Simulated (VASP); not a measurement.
OSZICAR of a VASP run on BP (zinc blende):

### OSZICAR
```
       N       E                     dE             d eps       ncg     rms          rms(c)
DAV:   1     0.148233791464E+02    0.14823E+02   -0.47028E+03   760   0.105E+03
DAV:   2    -0.134442119835E+02   -0.28268E+02   -0.27076E+02  1216   0.125E+02
DAV:   3    -0.137050332211E+02   -0.26082E+00   -0.26082E+00   880   0.159E+01
DAV:   4    -0.137057466996E+02   -0.71348E-03   -0.71348E-03  1224   0.749E-01
DAV:   5    -0.137057468168E+02   -0.11722E-06   -0.11722E-06   896   0.104E-02    0.875E+00
DAV:   6    -0.128228129438E+02    0.88293E+00   -0.21219E+00   880   0.862E+00    0.472E+00
DAV:   7    -0.126826752908E+02    0.14014E+00   -0.43590E-01  1168   0.410E+00    0.148E+00
DAV:   8    -0.126734391942E+02    0.92361E-02   -0.32001E-02   792   0.131E+00    0.267E-01
DAV:   9    -0.126737365298E+02   -0.29734E-03   -0.47136E-04  1112   0.216E-01    0.166E-01
DAV:  10    -0.126739075000E+02   -0.17097E-03   -0.23956E-04   848   0.127E-01    0.262E-02
DAV:  11    -0.126739171379E+02   -0.96379E-05   -0.11318E-05  1104   0.305E-02    0.374E-02
DAV:  12    -0.126739178726E+02   -0.73473E-06   -0.25269E-06   784   0.114E-02
   1 F= -.69450195E+01 E0= -.69450195E+01  d E =-.694502E+01
       N       E                     dE             d eps       ncg     rms          rms(c)
DAV:   1    -0.119621412686E+02    0.71178E+00   -0.59017E+00   792   0.213E+01    0.360E+00
DAV:   2    -0.118410174633E+02    0.12112E+00   -0.18344E-01  1024   0.316E+00    0.193E+00
DAV:   3    -0.118000193853E+02    0.40998E-01   -0.91711E-02   880   0.181E+00    0.754E-01
DAV:   4    -0.117989688934E+02    0.10505E-02   -0.12868E-03   920   0.320E-01    0.529E-01
DAV:   5    -0.117983508569E+02    0.61804E-03   -0.10279E-03   880   0.232E-01    0.156E-01
DAV:   6    -0.117983496395E+02    0.12174E-05   -0.33125E-05   896   0.495E-02    0.500E-02
DAV:   7    -0.117983515294E+02   -0.18899E-05   -0.26594E-06   872   0.124E-02    0.431E-03
DAV:   8    -0.117983511511E+02    0.37827E-06   -0.13366E-07   456   0.309E-03
   2 F= -.68333448E+01 E0= -.68333448E+01  d E =0.111675E+00
       N       E                     dE             d eps       ncg     rms          rms(c)
DAV:   1    -0.125075808910E+02   -0.70923E+00   -0.22783E+00   792   0.126E+01    0.212E+00
DAV:   2    -0.124578050278E+02    0.49776E-01   -0.84182E-02  1040   0.207E+00    0.118E+00
DAV:   3    -0.124418605775E+02    0.15944E-01   -0.36208E-02   840   0.112E+00    0.315E-01
DAV:   4    -0.124412207579E+02    0.63982E-03   -0.75016E-04   984   0.228E-01    0.227E-01
DAV:   5    -0.124409808376E+02    0.23992E-03   -0.33351E-04   904   0.131E-01    0.971E-02
DAV:   6    -0.124409760518E+02    0.47858E-05   -0.11111E-05   912   0.283E-02    0.239E-02
DAV:   7    -0.124409747698E+02    0.12820E-05   -0.15359E-06   584   0.845E-03    0.283E-03
DAV:   8    -0.124409750374E+02   -0.26758E-06   -0.10375E-07   384   0.300E-03
   3 F= -.69959457E+01 E0= -.69959457E+01  d E =-.509263E-01
       N       E                     dE             d eps       ncg     rms          rms(c)
DAV:   1    -0.124338883844E+02    0.70864E-02   -0.48094E-04   808   0.184E-01    0.305E-02
DAV:   2    -0.124338782156E+02    0.10169E-04   -0.17619E-05  1056   0.297E-02    0.167E-02
DAV:   3    -0.124338756004E+02    0.26152E-05   -0.73801E-06   816   0.159E-02    0.511E-03
DAV:   4    -0.124338757459E+02   -0.14547E-06   -0.14086E-07   400   0.322E-03
   4 F= -.69959845E+01 E0= -.69959845E+01  d E =-.509650E-01
```

### Question
Which electronic solver shows in the log?

### Answer
It is blocked Davidson (ALGO = Normal, or the opening steps of other solvers). The INCAR had ALGO = Normal.

### Question
Can the final energy be trusted as converged?

### Answer
Self-consistency was reached. It stopped with EDIFF = 1E-6, NELM = 100, NSW = 40 and EDIFFG = -0.02 after 4 ionic steps (PBE GGA, plane waves, VASP's PBE PAW potentials (set 64)). Energy and stress use the plane-wave basis of the starting cell.

The compound is BP in the zinc blende structure. This run relaxes it under an external pressure of 45 GPa. Symmetry was kept, so distortions that lower it aren't found.
